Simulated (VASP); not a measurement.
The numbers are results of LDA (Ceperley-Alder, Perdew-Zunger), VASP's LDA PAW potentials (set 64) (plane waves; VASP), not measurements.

Input for VASP

POSCAR:
```
Li2S
5.720
  0.0000000000   0.5000000000   0.5000000000
  0.5000000000   0.0000000000   0.5000000000
  0.5000000000   0.5000000000   0.0000000000
Li S
2 1
Direct
  0.2496920000   0.2160720000   0.2586520000
  0.7315600000   0.7594370000   0.7287210000
  0.0187480000   0.0244910000   0.0126270000
```

INCAR:
```
SYSTEM = Li2S
PREC = Accurate
ENCUT = 400
EDIFF = 1E-6
NELM = 100
ALGO = Normal
LREAL = .FALSE.
LASPH = .TRUE.
ISMEAR = -1
SIGMA = 0.02
LWAVE = .FALSE.
LCHARG = .FALSE.
ISIF = 2
```

KPOINTS:
```
Automatic mesh
0
Gamma
5 5 5
0 0 0
```

POTCAR, in this order: Li_sv S (LDA.64 set). Program: vasp_std.

**Question.** What will the output report for the number of irreducible k-points (NKPTS), largest plane-wave count, number of space-group operations, FFT grid (NGX, NGY, NGZ)?

**Answer.** 
```json
{
 "number of irreducible k-points (NKPTS)": "63",
 "largest_plane_wave_count": "872",
 "number_of_space_group_operations": "1",
 "FFT grid (NGX, NGY, NGZ)": "28 × 28 × 28"
}
```

The structure is a typed Li2S crystal. The cell was not relaxed at this level, atoms are displaced from their ideal sites. The run is one of a series of settings (GGA removed, POTCAR Li_sv S (LDA.64 set) against the base run), some of them coarse on purpose.
